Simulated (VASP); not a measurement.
CoSi$_{2}$ (space group Fm-3m): the measured cell of entry 9009010 of the Crystallography Open Database is

```
CoSi2
1.0
    0.00000     2.67800     2.67800
    2.67800     0.00000     2.67800
    2.67800     2.67800     0.00000
Co Si
1 2
Direct
  0.00000   0.00000   0.00000
  0.25000   0.25000   0.25000
  0.75000   0.75000   0.75000
```

Computed with r2SCAN+rVV10, VASP's PBE PAW potentials (set 64) (plane waves; VASP). Settings: 400 eV cut-off, 11×11×11 Γ-centred mesh, tetrahedra with Blöchl corrections, potentials Co Si.

The calculation is for a static lattice at zero pressure; the measurement, whose temperature isn't given here, holds thermal and zero-point expansion. The entry's conditions were not checked, so it may have been measured under pressure.

Question: How far does the relaxed conventional cell lie from the measured one?

Answer: 
```csv
,measured,computed,difference
a (Å),5.356,5.306,-0.9 %
V (Å³/atom),12.80,12.45,-2.8 %
```

The structure comes from a measured CoSi2 entry (Fm-3m) of the Crystallography Open Database, whose conditions weren't checked. It was relaxed first. Symmetry was kept, so distortions that lower it aren't found.
